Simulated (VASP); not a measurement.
Data:

```yaml
crystal:
  lattice:
    - [3.48684, 0.00000, 0.00000]
    - [0.00000, 3.48684, 0.00000]
    - [0.00000, 0.00000, 3.48684]
  atoms:
    - { symbol: Si, position: [0.00000, 0.00000, 0.00000] }
    - { symbol: Ni, position: [0.00000, 0.50000, 0.50000] }
    - { symbol: Ni, position: [0.50000, 0.00000, 0.50000] }
    - { symbol: Ni, position: [0.50000, 0.50000, 0.00000] }
```

Level of theory: optB86b-vdW, VASP's PBE PAW potentials (set 64) (plane waves; VASP 6.6.1). Settings: 520 eV cut-off, Gaussian smearing of 0.050 eV, potentials Si Ni.

### Question
Give the energies of bands 7 to 20 at the high-symmetry points, in eV from the Fermi level.

### Answer

```
band      Γ      X      M      R
----  -----  -----  -----  -----
7     -3.59  -2.92  -2.75  -3.72
8     -1.57  -2.21  -2.75  -2.24
9     -1.57  -2.21  -2.12  -2.24
10    -1.57  -2.08  -2.12  -2.24
11    -0.86  -1.97  -1.56  -1.46
12    -0.86  -1.32  -1.45  -1.46
13    -0.86  -1.32  -1.45  -1.46
14    -0.62  -1.30  -1.44  -1.26
15    -0.62  -1.16  -1.12  -1.26
16    -0.29  -0.55  -1.01  -0.35
17     0.06   0.06  -0.95  -0.19
18     0.06   3.69   0.69  -0.19
19     0.06   3.69   0.69  -0.19
20     5.00   5.34   5.72   1.30
```

It has no gap at this level: it comes out as a metal or semimetal.

The compound is Ni3Si in the L1_2 structure. It was relaxed first. The run is not spin-polarised, so no magnetic state was tried.
